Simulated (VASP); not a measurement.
The input files of a VASP run:

INCAR:
```
! general
SYSTEM  = HfS2
PREC    = Accurate
ENCUT   = 500   ! plane-wave cut-off (eV)
LREAL   = .False.   ! projection in real space or not
LASPH   = .True.   ! aspherical one-centre terms

! electronic loop
EDIFF   = 1E-6
NELM    = 100   ! most electronic steps
ALGO    = Normal   ! blocked Davidson
LMAXMIX = 6

! smearing
ISMEAR  = 0   ! Gaussian
SIGMA   = 0.05

! ions
IBRION  = 2   ! conjugate gradients
NSW     = 40   ! most ionic steps
ISIF    = 3   ! ions, shape and volume
EDIFFG  = -0.02   ! ionic stop
PSTRESS = 50   ! kbar

! output
LWAVE   = .False.
LCHARG  = .False.
```

### POSCAR
```
HfS2
1.0
  1.7437085950  -3.0201915717   0.0000000000
  1.7437085950   3.0201915717   0.0000000000
  0.0000000000   0.0000000000   5.3734607119
Hf S
1 2
direct
  0.0000000000   0.0000000000   0.0000000000
  0.3333330000   0.6666670000   0.2713286644
  0.6666670000   0.3333330000   0.7286713356
```

**KPOINTS**
```
Automatic
0
gamma
 7 7 4
```

POTCAR, in this order: Hf_pv S (LDA.64 set). Program: vasp_std.

Problem. Translate this LDA calculation to Ansatz.

Solution. One equivalent input (not run):
Ansatz 0.2 input:
```yaml
crystal:
  lattice:
    - [1.7437086, -3.0201916, 0.0000000]
    - [1.7437086, 3.0201916, 0.0000000]
    - [0.0000000, 0.0000000, 5.3734607]
  atoms:
    - { symbol: Hf, position: [0.0000000, 0.0000000, 0.0000000] }
    - { symbol: S, position: [0.3333330, 0.6666670, 0.2713287] }
    - { symbol: S, position: [0.6666670, 0.3333330, 0.7286713] }
kpoints:
  mp_grid: { grid: [7, 7, 4] }
hamiltonian:
  xc: lda
  pseudopotentials: { kind: paw }
scf:
  occupations: { method: gaussian, width: 0.05 }
  max_iter: 100
relax:
  max_steps: 40
  f_tol: 0.02
  cell: { p_target: 5 }
output: { forces: true, stress: true, eigenvalues: true }
```
The two are equivalent in intent, not identical: each code has its own PAW files, so the cut-off isn't converted (ENCUT is set for VASP's; basis.ecutwfc is left out, and Ansatz then takes the one that its files recommend); Ansatz stops its SCF on the density residual and VASP on the energy change (EDIFF); Ansatz's lda is the Perdew-Wang form, while the LDA potentials of VASP carry Perdew-Zunger's.

The compound is HfS2 in the 1T layered structure. It was relaxed first under an external pressure of 5 GPa.
